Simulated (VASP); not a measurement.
Consider the following.

```yaml
crystal:
  lattice:
    - [1.56490, -2.71049, 0.00000]
    - [1.56490, 2.71049, 0.00000]
    - [0.00000, 0.00000, 3.47682]
  atoms:
    - { symbol: Hf, position: [0.00000, 0.00000, 0.00000] }
    - { symbol: B, position: [0.33333, 0.66667, 0.50000] }
    - { symbol: B, position: [0.66667, 0.33333, 0.50000] }
```

All values below come from r2SCAN+rVV10, VASP's PBE PAW potentials (set 64) (plane waves; VASP 6.6.1). Run with 520 eV cut-off, 13×13×10 Γ-centred mesh, tetrahedra with Blöchl corrections, potentials Hf_pv B.

The cores are frozen, which limits the accuracy of field gradients.

Task: Give the principal components of the electric field gradient (V/Å²) and the asymmetry η at each nucleus.

Result: 
```tsv
atom	Vxx	Vyy	Vzz	η
Hf1	-38.4	-38.4	76.8	0.00
B2	-0.9	-0.9	1.7	0.00
B3	-0.9	-0.9	1.7	0.00
```

The compound is HfB2 in the AlB2 type structure. It was relaxed first.
